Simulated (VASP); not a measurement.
A VASP calculation is set up with these files.

File KPOINTS:
```
Automatic mesh
0
Gamma
14 14 8
0 0 0
```

File POSCAR:
```
Os
1
    1.3650000000    -2.3642490000     0.0000000000
    1.3650000000     2.3642490000     0.0000000000
    0.0000000000     0.0000000000     4.3200000000
Os
2
Direct
  0.3333330000   0.6666670000   0.2500000000
  0.6666670000   0.3333330000   0.7500000000
```

### INCAR
```
# general
SYSTEM    =  Os
PREC      =  Accurate
ENCUT     =  520
LREAL     =  .FALSE.
LASPH     =  .TRUE.   # aspherical one-centre terms

# electronic loop
EDIFF     =  1E-6
NELM      =  100
ALGO      =  Normal
LMAXMIX   =  6   # l cut-off of mixed one-centre charges

# smearing
ISMEAR    =  1   # Methfessel-Paxton
SIGMA     =  0.1   # width (eV)

# functional
GGA       =  BO
LUSE_VDW  =  .TRUE.
AGGAC     =  0.0
PARAM1    =  0.1833333333
PARAM2    =  0.22

# ions
IBRION    =  2
NSW       =  60
ISIF      =  3
EDIFFG    =  -0.01

# output
LWAVE     =  .FALSE.
LCHARG    =  .FALSE.
```

POTCAR, in this order: Os (PBE.64 set). Program: vasp_std.

Problem. Write an equivalent input for Quantum ESPRESSO's pw.x.

Solution. One equivalent input (not run):
```
&CONTROL
  calculation = 'vc-relax'
  pseudo_dir = './pseudo'
  outdir = './out'
  tprnfor = .true.
  tstress = .true.
  nstep = 60
  forc_conv_thr = 0.00039
/
&SYSTEM
  ibrav = 0
  nat = 2
  ntyp = 1
  ecutwfc = 74
  occupations = 'smearing'
  smearing = 'methfessel-paxton'
  degauss = 0.00735
  input_dft = 'vdw-df-obk8'
/
&ELECTRONS
  conv_thr = 7.3e-08
  electron_maxstep = 100
/
&IONS
/
&CELL
/
ATOMIC_SPECIES
  Os 190.230 Os.upf
CELL_PARAMETERS angstrom
     1.3650000   -2.3642490    0.0000000
     1.3650000    2.3642490    0.0000000
     0.0000000    0.0000000    4.3200000
ATOMIC_POSITIONS crystal
  Os   0.3333330  0.6666670  0.2500000
  Os   0.6666670  0.3333330  0.7500000
K_POINTS automatic
  14 14 8 0 0 0
```
What does not carry over: the potentials are each code's own (VASP's PAW set, PseudoDojo norm-conserving files in pw.x), so ENCUT and ecutwfc are chosen apart and not converted; conv_thr bounds pw.x's estimated SCF error, while EDIFF bounds the energy change between steps; forc_conv_thr acts on force components and is met together with etot_conv_thr.

The compound is Os in the hcp structure. This run relaxes it. Symmetry was kept, so distortions that lower it aren't found.
